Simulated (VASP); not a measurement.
Level of theory: PBE GGA, VASP's PBE PAW potentials (set 64) (plane waves; VASP 6.6.1).

The input files of a VASP run:

KPOINTS:
```
kpoints
0
G
 9 9 7
0 0 0
```

### INCAR
```
LCHARG = .FALSE.
ALGO = Normal   # blocked Davidson
ENCUT = 400   # plane-wave cut-off (eV)
PREC = Accurate
EDIFF = 1E-6   # SCF stop (eV)
ISMEAR = -1   # Fermi-Dirac
SYSTEM = MgB2
NELM = 100   # most electronic steps
LASPH = .TRUE.
LREAL = .FALSE.
LWAVE = .FALSE.
GGA = PE
ISIF = 2   # forces and stress, cell fixed
SIGMA = 0.1   # width (eV)
```

**POSCAR**
```
MgB2
1
    3.0128370000     0.0000000000     0.0000000000
   -1.5064190000     2.6091930000     0.0000000000
    0.0000000000     0.0000000000     3.4634800000
Mg B
1 2
Direct
  0.0000000000   0.0000000000   0.0000000000
  0.6666670000   0.3333330000   0.5000000000
  0.3333330000   0.6666670000   0.5000000000
```

POTCAR, in this order: Mg B (PBE.64 set). Program: vasp_std.

What will the output report for the number of irreducible k-points (NKPTS), largest plane-wave count, number of space-group operations, FFT grid (NGX, NGY, NGZ)?

- number of irreducible k-points (NKPTS): 48
- largest plane-wave count: 513
- number of space-group operations: 24
- FFT grid (NGX, NGY, NGZ): 20 × 20 × 24

The structure comes from a computed database's MgB2 entry; how it stands against other phases isn't given here. The cell was not relaxed at this level.
